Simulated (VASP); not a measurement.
Method: LDA (Ceperley-Alder, Perdew-Zunger), VASP's LDA PAW potentials (set 64) (plane waves; VASP).

VASP ran on this input.

File KPOINTS:
```
Automatic mesh
0
Gamma
3 3 3
0 0 0
```

INCAR:
```
# general
SYSTEM   =  CuGaSe2
PREC     =  Accurate
ENCUT    =  300   # plane-wave cut-off (eV)
LREAL    =  .FALSE.   # projection in real space or not
LASPH    =  .TRUE.   # aspherical one-centre terms

# electronic loop
EDIFF    =  1E-6
NELM     =  100   # most electronic steps
ALGO     =  Normal   # blocked Davidson
LMAXMIX  =  4

# smearing
ISMEAR   =  -1   # Fermi-Dirac
SIGMA    =  0.02

# ions
ISIF     =  2

# output
LWAVE    =  .FALSE.
LCHARG   =  .FALSE.
```

POSCAR:
```
CuGaSe2
6.8573090
 -0.4131431149   0.4131431149   0.8115574200
  0.4131431149  -0.4131431149   0.8115574200
  0.4131431149   0.4131431149  -0.8115574200
Ga Cu Se
2 2 4
Direct
  0.5000000000   0.5000000000   0.0000000000
  0.2500000000   0.7500000000   0.5000000000
  0.0000000000   0.0000000000   0.0000000000
  0.7500000000   0.2500000000   0.5000000000
  0.8750000000   0.8750000000   0.5000000000
  0.1250000000   0.6250000000   0.0000000000
  0.3750000000   0.3750000000   0.5000000000
  0.6250000000   0.1250000000   0.0000000000
```

POTCAR, in this order: Ga_d Cu Se (LDA.64 set). Program: vasp_std.

Output

### OUTCAR
```
 ion  position               nearest neighbor table
   1  0.500  0.500  0.000-   5 2.44   6 2.44   8 2.44   7 2.44
   2  0.250  0.750  0.500-   5 2.44   7 2.44   8 2.44   6 2.44
   3  0.000  0.000  0.000-   6 2.44   7 2.44   8 2.44   5 2.44
   4  0.750  0.250  0.500-   5 2.44   6 2.44   7 2.44   8 2.44
   5  0.875  0.875  0.500-   2 2.44   4 2.44   1 2.44   3 2.44
   6  0.125  0.625  0.000-   1 2.44   3 2.44   4 2.44   2 2.44
   7  0.375  0.375  0.500-   2 2.44   4 2.44   3 2.44   1 2.44
   8  0.625  0.125  0.000-   1 2.44   3 2.44   2 2.44   4 2.44
  LATTYP: Found a body centered tetragonal cell.
 ALAT       =     5.6661000000
 C/A-ratio  =     1.9643493761
 Subroutine PRICEL returns:
 Original cell was already a primitive cell.
 Subroutine GETGRP returns: Found  8 space group operations
The static configuration has the point symmetry S_4 .
 The point group associated with its full space group is D_2d.
The dynamic configuration has the point symmetry S_4 .
 Subroutine INISYM returns: Found  8 space group operations
 Subroutine IBZKPT returns following result:
 Found      6 irreducible k-points:

 Following reciprocal coordinates:
            Coordinates               Weight
  0.000000  0.000000  0.000000      1.000000
...
```

OSZICAR:
```
       N       E                     dE             d eps       ncg     rms          rms(c)
DAV:   1     0.569475443537E+03    0.56948E+03   -0.22710E+04   532   0.154E+03
DAV:   2     0.574353853206E+02   -0.51204E+03   -0.49936E+03   532   0.432E+02
DAV:   3    -0.326827714736E+02   -0.90118E+02   -0.88087E+02   703   0.171E+02
DAV:   4    -0.381994332847E+02   -0.55167E+01   -0.54338E+01   688   0.431E+01
DAV:   5    -0.384056086046E+02   -0.20618E+00   -0.20561E+00   744   0.854E+00    0.118E+01
DAV:   6    -0.384445283359E+02   -0.38920E-01   -0.32815E+01   704   0.848E+01    0.878E+00
DAV:   7    -0.366462992306E+02    0.17982E+01   -0.78209E+00   672   0.624E+01    0.362E+00
DAV:   8    -0.368239223537E+02   -0.17762E+00   -0.36400E+00   776   0.208E+01    0.308E+00
DAV:   9    -0.366966484772E+02    0.12727E+00   -0.10309E+00   736   0.158E+01    0.438E-01
DAV:  10    -0.366980128299E+02   -0.13644E-02   -0.57568E-02   768   0.355E+00    0.222E-01
DAV:  11    -0.366980311355E+02   -0.18306E-04   -0.63182E-03   768   0.864E-01    0.887E-02
DAV:  12    -0.366980796174E+02   -0.48482E-04   -0.34078E-04   664   0.124E-01    0.104E-02
DAV:  13    -0.366980834470E+02   -0.38296E-05   -0.27668E-05   752   0.667E-02    0.127E-02
DAV:  14    -0.366980819460E+02    0.15010E-05   -0.71616E-06   560   0.478E-02    0.269E-03
DAV:  15    -0.366980820348E+02   -0.88805E-07   -0.12073E-06   328   0.150E-02
   1 F= -.36698082E+02 E0= -.36697053E+02  d E =-.205776E-02
```

**OUTCAR**
```
------------------------ aborting loop because EDIFF is reached ----------------------------------------
  FORCE on cell =-STRESS in cart. coord.  units (eV):
  Direction    XX          YY          ZZ          XY          YZ          ZX
  --------------------------------------------------------------------------------------
  Total       -5.2529425     -5.2529425     -4.9954590      0.0000000     -0.0000000      0.0000000
  in kB      -47.1055180    -47.1055180    -44.7965468      0.0000000     -0.0000000      0.0000000
  external PRESSURE =     -46.3358609 kB  Pullay stress =       0.0000000 kB
  volume of cell :      178.67
      direct lattice vectors                 reciprocal lattice vectors
    -2.833050000  2.833050000  5.565100000     0.000000000  0.176488237  0.089845645
     2.833050000 -2.833050000  5.565100000     0.176488237  0.000000000  0.089845645
     2.833050000  2.833050000 -5.565100000     0.176488237  0.176488237  0.000000000
 POSITION                                       TOTAL-FORCE (eV/Angst)
 -----------------------------------------------------------------------------------
      0.00000      0.00000      5.56510        -0.000000      0.000000      0.000000
      2.83305      0.00000      2.78255         0.000000      0.000000      0.000000
      0.00000      0.00000      0.00000        -0.000000      0.000000      0.000000
      0.00000      2.83305      2.78255        -0.000000      0.000000     -0.000000
      1.41653      1.41653      6.95637         0.348238     -0.000000      0.000000
      1.41653     -1.41653      4.17382         0.000000     -0.348238      0.000000
      1.41653      1.41653      1.39127        -0.348238      0.000000      0.000000
     -1.41653      1.41653      4.17382        -0.000000      0.348238      0.000000
 -----------------------------------------------------------------------------------
    total drift:                                0.000018      0.000018      0.000020
  FREE ENERGIE OF THE ION-ELECTRON SYSTEM (eV)
  ---------------------------------------------------
  free  energy   TOTEN  =       -36.6980820348 eV

  energy  without entropy=      -36.6960242729  energy(sigma->0) =      -36.69705315
```
(Selected blocks of OUTCAR.)

### OUTCAR
```
 val. band max:        3.6182041337   @ k =   0.0000   0.0000   0.0000

 cond. band min:       3.6306370378   @ k =   0.0000   0.0000   0.0000


 Fermi energy:         3.6245695322

 k-point     1 :       0.0000    0.0000    0.0000
  band No.  band energies     occupation
      1     -11.9330      2.00000
      2     -11.9325      2.00000
      3     -11.9325      2.00000
      4     -11.7983      2.00000
      5     -11.7848      2.00000
      6     -11.7848      2.00000
      7     -11.7423      2.00000
      8     -11.7368      2.00000
      9     -11.7341      2.00000
     10     -11.7231      2.00000
     11     -10.7942      2.00000
     12      -9.2654      2.00000
     13      -9.2654      2.00000
     14      -9.2483      2.00000
     15      -3.9833      2.00000
     16      -2.5931      2.00000
     17      -1.1895      2.00000
     18      -0.8497      2.00000
     19      -0.8268      2.00000
     20      -0.5252      2.00000
     21      -0.5252      2.00000
     22       0.2333      2.00000
     23       0.2333      2.00000
     24       0.5220      2.00000
     25       0.5220      2.00000
     26       0.5790      2.00000
     27       1.5341      2.00000
     28       1.5647      2.00000
     29       1.6517      2.00000
     30       1.9233      2.00000
     31       1.9828      2.00000
     32       1.9828      2.00000
     33       2.0705      2.00000
     34       3.4984      1.99636
     35       3.4984      1.99636
     36       3.6182      1.15781
     37       3.6306      0.84947
     38       5.4906      0.00000
     39       5.7994      0.00000
     40       7.5535      0.00000
     41       7.5535      0.00000
     42       7.9270      0.00000
     43       8.2827      0.00000

 k-point     2 :       0.3333   -0.0000    0.0000
  band No.  band energies     occupation
      1     -11.9426      2.00000
      2     -11.9358      2.00000
      3     -11.9169      2.00000
      4     -11.8237      2.00000
      5     -11.7949      2.00000
...
```

At this cut-off the stress carries a Pulay error, which pulls relaxed volumes low.

The structure is a typed CuGaSe2 crystal. The cell was not relaxed at this level. The k-mesh is coarse (spacing up to 0.52 per Å, 2π included), so the numbers may not be converged in it. The run is one of a series of settings (GGA removed, POTCAR Ga_d Cu Se (LDA.64 set) against the base run), some of them coarse on purpose.
